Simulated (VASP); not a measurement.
Method: PBE GGA, VASP's PBE PAW potentials (set 64) (plane waves; VASP).

The input files of a VASP run:

### INCAR
```
# general
SYSTEM   =  Zn
PREC     =  Accurate
ENCUT    =  400
LREAL    =  .False.
LASPH    =  .True.

# electronic loop
EDIFF    =  1E-6
NELM     =  100
ALGO     =  Normal
LMAXMIX  =  4

# smearing
ISMEAR   =  1
SIGMA    =  0.1

# functional
GGA      =  PE

# ions
ISIF     =  2

# output
LWAVE    =  .False.
LCHARG   =  .False.
```

### POSCAR
```
Zn
1
    1.3553630000    -2.3352460000     0.0000000000
    1.3553630000     2.3352460000     0.0000000000
    0.0000000000     0.0000000000     4.8150170000
Zn
2
Direct
  0.3333330000   0.6666670000   0.2500000000
  0.7004800000   0.3671460000   0.7500000000
```

KPOINTS:
```
Regular mesh
0
gamma
 10 10 5
0 0 0
```

POTCAR, in this order: Zn (PBE.64 set). Program: vasp_std.

Gaps are read on the run's mesh, which can miss a band edge.

What does the run give for the energy per atom (σ→0), pressure, band gap (on the k-mesh)?

```yaml
energy per atom (σ→0): -1.104 eV/atom
band gap (on the k-mesh): none (metal, semimetal or under 0.01 eV)
pressure: -1.29 GPa
```

### OSZICAR
```
...
DAV:   5    -0.241324651737E+01   -0.92631E-05   -0.92624E-05  6072   0.926E-02    0.393E+00
DAV:   6    -0.222100712108E+01    0.19224E+00   -0.95678E-01  5088   0.216E+01    0.299E+00
DAV:   7    -0.221208620458E+01    0.89209E-02   -0.28933E-02  6320   0.316E+00    0.155E+00
DAV:   8    -0.220766590462E+01    0.44203E-02   -0.16717E-03  6728   0.676E-01    0.457E-02
DAV:   9    -0.220766864022E+01   -0.27356E-05   -0.23828E-04  6936   0.231E-01    0.336E-02
DAV:  10    -0.220767130440E+01   -0.26642E-05   -0.23346E-05  5488   0.664E-02    0.274E-03
DAV:  11    -0.220767107626E+01    0.22814E-06   -0.11883E-07  3408   0.478E-03
   1 F= -.22076711E+01 E0= -.22073685E+01  d E =-.907695E-03
```

The compound is Zn in the hcp structure. The cell was not relaxed at this level, atoms are displaced from their ideal sites. The run is one of a series of settings (KPOINTS 10×10×5 Γ-centred mesh against the base run), some of them coarse on purpose.
